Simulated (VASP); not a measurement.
```yaml
crystal:
  lattice:
    - [2.95011, 0.00000, 0.00000]
    - [0.00000, 2.95011, 0.00000]
    - [0.00000, 0.00000, 2.95011]
  atoms:
    - { symbol: V, position: [0.00000, 0.00000, 0.00000] }
    - { symbol: Si, position: [0.50000, 0.50000, 0.50000] }
```

Level of theory: r2SCAN meta-GGA, VASP's PBE PAW potentials (set 64) (plane waves; VASP). Settings: 400 eV cut-off, 14×14×14 Γ-centred mesh, tetrahedra with Blöchl corrections, potentials V_sv Si.

Task: The job: VSi (relaxed from the CsCl type structure, space group Pm-3m), 2 atoms, r2SCAN, static run, 400 eV, 14×14×14 Γ-centred mesh. Roughly how much core time does it take on a busy server core?

Result: About 50 core-seconds (one run on a shared machine, a rough figure). It had 120 irreducible k-points, 12 bands, up to 480 plane waves and 19 electronic steps.

The structure was generated: VSi was put into the CsCl type type (Pm-3m), which need not be its known phase. It was relaxed first, which changed the volume by -36 %.
